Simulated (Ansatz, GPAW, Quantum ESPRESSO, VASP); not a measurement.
**One structure in several programs: TiZn₃ (P1, 4 atoms in the cell)**

Self-consistent single point.

```yaml
crystal:
  lattice:
    - [3.88083, 0.00000, 0.00000]
    - [0.00000, 3.88083, 0.00000]
    - [0.00000, 0.00000, 3.88083]
  atoms:
    - { symbol: Ti, position: [0.99541, 0.00971, 0.00099] }
    - { symbol: Zn, position: [0.00248, 0.49822, 0.49547] }
    - { symbol: Zn, position: [0.51331, 0.00467, 0.50072] }
    - { symbol: Zn, position: [0.48880, 0.48740, 0.00281] }
```

Shared settings, as Ansatz (an electronic-structure program) writes them: kpoints.mp_grid.grid = 4 4 4; scf.occupations.method = fermi_dirac; scf.occupations.width = 0.136 eV. Potentials and cutoffs stand in the table.

| code | model | pressure (GPa) | largest force (eV/Å) | cutoff |
|---|---|---|---|---|
| GPAW | PBEsol, GPAW PAW datasets PBEsol (made by gpaw-setup) | -1.20 | 0.546 | 850 eV |
| Quantum ESPRESSO | PBEsol, GBRV 1.5 ultrasoft (PBESOL) pseudopotentials | -1.77 | 0.540 | 50 Ry |
| Ansatz | PBEsol, default PAW files made with PBE | -1.36 | 0.539 | default |
| VASP | PBEsol, VASP's PBE PAW potentials (set 64) | -1.11 | 0.546 | 300 eV |

Size of the force on each atom (eV/Å): Sizes of forces hide their directions.

| code | Ti1 | Zn2 | Zn3 | Zn4 |
|---|---|---|---|---|
| GPAW | 0.546 | 0.251 | 0.303 | 0.429 |
| Quantum ESPRESSO | 0.540 | 0.249 | 0.300 | 0.425 |
| Ansatz | 0.539 | 0.247 | 0.299 | 0.423 |
| VASP | 0.546 | 0.247 | 0.305 | 0.430 |

On Ansatz's run: spin polarisation is off.

The spread over the programs that give each value: pressure within 0.66 GPa; largest force within 0.007 eV/Å.

Ansatz's pressure is given at a fixed set of plane waves, as the other plane-wave codes print theirs; with its correction for the finite basis it is -1.28 GPa.

On the base mesh (5 5 5) the same programs gave: Ansatz pressure -1.65 GPa; GPAW pressure -1.48 GPa; Quantum ESPRESSO pressure -2.04 GPa; VASP pressure -1.38 GPa.

VASP's run is marked for a possible Pulay error in its stress at this cutoff; no cutoff test was made.

The starting cell comes from a database of computed structures (which also holds hypothetical and non-ambient phases and stackings), without a prior relaxation at this level. Its atoms were displaced at random from the sites of space group no. 221.

Left out of this page: CP2K (unsound by tests on forces, stress, charge or solver warnings); Elk and SIESTA (not drawn, or without a comparable value).

Keys are those of Ansatz 0.2.
